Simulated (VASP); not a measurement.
All values below come from r2SCAN meta-GGA, VASP's PBE PAW potentials (set 64) (plane waves; VASP 6.6.1).

VASP ran on this input.

**POSCAR**
```
Nb3Sn
5.2999980
  0.9999999136   0.0000000000   0.0000000000
  0.0000000000   0.9999999136   0.0000000000
  0.0000000000   0.0000000000   0.9999999136
Nb Sn
6 2
Cartesian
  0.2499999784   0.0000000000   0.4999999568
  0.4999999568   0.2499999784   0.0000000000
  0.4999999568   0.7499999352   0.0000000000
  0.7499999352   0.0000000000   0.4999999568
  0.0000000000   0.4999999568   0.7499999352
  0.0000000000   0.4999999568   0.2499999784
  0.4999999568   0.4999999568   0.4999999568
  0.0000000000   0.0000000000   0.0000000000
```

### INCAR
```
NEDOS = 601   # DOS grid
NELM = 100   # most electronic steps
LEFG = T
LCHARG = F
METAGGA = R2SCAN
LASPH = T   # aspherical one-centre terms
ISIF = 2   # forces and stress, cell fixed
ISMEAR = -5
LORBIT = 11   # lm-projected
ENCUT = 400   # plane-wave cut-off (eV)
ALGO = Normal   # blocked Davidson
EDIFF = 1E-7   # SCF stop (eV)
LREAL = F   # projection in real space or not
SYSTEM = Nb3Sn
LWAVE = F
LMIXTAU = T
PREC = Accurate
LMAXMIX = 4   # l cut-off of mixed one-centre charges
```

### KPOINTS_OPT
```
k-points along high-symmetry lines
10
Line-mode
Reciprocal
  0.000000   0.000000   0.000000 ! GAMMA
  0.000000   0.500000   0.000000 ! X

  0.000000   0.500000   0.000000 ! X
  0.500000   0.500000   0.000000 ! M

  0.500000   0.500000   0.000000 ! M
  0.000000   0.000000   0.000000 ! GAMMA

  0.000000   0.000000   0.000000 ! GAMMA
  0.500000   0.500000   0.500000 ! R

  0.500000   0.500000   0.500000 ! R
  0.000000   0.500000   0.000000 ! X

  0.500000   0.500000   0.500000 ! R
  0.500000   0.500000   0.000000 ! M
```

File KPOINTS:
```
Automatic mesh
0
Gamma
7 7 7
0 0 0
```

POTCAR, in this order: Nb_sv Sn_d (PBE.64 set). Program: vasp_std.

For a metal the tetrahedron method with Blöchl corrections gives inexact stress and forces. Unless said otherwise, spin-orbit coupling is left out, though it shifts the bands of the heavy elements here.

Question: Predict the energy per atom (σ→0), band gap (over mesh and band path).

Answer: 
```yaml
energy per atom (σ→0): -25.041 eV/atom
band gap (over mesh and band path): none (metal, semimetal or under 0.01 eV)
```

OSZICAR:
```
...
DAV:  20    -0.200324911321E+03   -0.82368E-06   -0.35848E-06  3336   0.931E-03    0.527E-02
DAV:  21    -0.200324881068E+03    0.30252E-04   -0.30727E-05  3016   0.305E-02    0.151E-02
DAV:  22    -0.200324883480E+03   -0.24112E-05   -0.11364E-05  3360   0.132E-02    0.984E-03
DAV:  23    -0.200324883434E+03    0.45844E-07   -0.66493E-07  2480   0.407E-03
   1 F= -.20032488E+03 E0= -.20032488E+03  d E =0.000000E+00
       N       E                     dE             ncg
       N       E                     dE             ncg
       N       E                     dE             ncg
```

The compound is Nb3Sn in the A15 structure. It was relaxed first.
